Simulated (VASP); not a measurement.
A convergence study with VASP on MgO (rock salt): one setting is varied, all else stays as given below, so the limit is that of these other settings.

```xyz
2
Lattice="0.0000 2.1050 2.1050 2.1050 0.0000 2.1050 2.1050 2.1050 0.0000" Properties=species:S:1:pos:R:3 pbc="T T T"
Mg     0.0000     0.0000     0.0000
O      2.1050     2.1050     2.1050
```

The numbers are results of LDA (Ceperley-Alder, Perdew-Zunger), VASP's LDA PAW potentials (set 64) (plane waves; VASP), not measurements. The tightest run used: 700 eV cut-off, 20×20×20 Γ-centred mesh, tetrahedra with Blöchl corrections, potentials Mg O.

Gaps are read on the run's mesh, which can miss a band edge.

```
setting     E (eV/atom)  pressure (GPa)  gap on the mesh (eV)  irreducible k-points
----------  -----------  --------------  --------------------  --------------------
3×3×3 mesh      -6.6686           -7.32                 4.620                     4
4×4×4 mesh      -6.7099           -7.77                 4.664                     8
5×5×5 mesh      -6.7155           -7.80                 4.672                    10
```

### Question
These are the cheaper rows. Estimate the results at 20×20×20 mesh, and how far the last row shown lies from them.

### Answer

```tsv
quantity	tightest run	last row shown is off by
E (eV/atom)	-6.7167	0.0011
pressure (GPa)	-7.80	0.00
gap on the mesh (eV)	4.674	-0.002
```

Left out are rungs that failed or repeat a setting and relaxations that didn't move; long series are thinned to 24 rows.

The compound is MgO in the rock salt structure. The cell was not relaxed at this level.
